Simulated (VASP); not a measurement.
A convergence study with VASP on CaO (space group Fm-3m): one setting is varied, all else stays as given below, so the limit is that of these other settings.

```yaml
crystal:
  lattice:
    - [0.00000, 2.41222, 2.41222]
    - [2.41222, 0.00000, 2.41222]
    - [2.41222, 2.41222, 0.00000]
  atoms:
    - { symbol: Ca, position: [0.00000, 0.00000, 0.00000] }
    - { symbol: O, position: [0.50000, 0.50000, 0.50000] }
```

Method: PBE GGA, VASP's PBE PAW potentials (set 64) (plane waves; VASP). The tightest run used: 400 eV cut-off, 11×11×11 Γ-centred mesh, Gaussian smearing of 0.010 eV, potentials Ca_sv O.

Q: The settings run are 3×3×3 mesh; 4×4×4 mesh; 5×5×5 mesh; 6×6×6 mesh; 7×7×7 mesh; 9×9×9 mesh; 11×11×11 mesh. From which on does the mean ε∞ stay within 0.1  of the tightest run?

A: From 5×5×5 mesh on: it is off by 0.04 there and by no more than 0.1 in any finer run, while 4×4×4 mesh is off by 0.14.
```csv
setting,mean ε∞,irreducible k-points,difference judged ()
3×3×3 mesh,4.25,4,0.48
4×4×4 mesh,3.91,8,0.14
5×5×5 mesh,3.82,10,0.04
6×6×6 mesh,3.79,16,0.01
7×7×7 mesh,3.78,20,0.00
9×9×9 mesh,3.78,35,0.00
11×11×11 mesh,3.78,56,0.00
```

Left out are rungs that failed or repeat a setting and relaxations that didn't move; long series are thinned to 24 rows.

The structure is a typed CaO crystal (space group no. 225). The cell was not relaxed at this level.
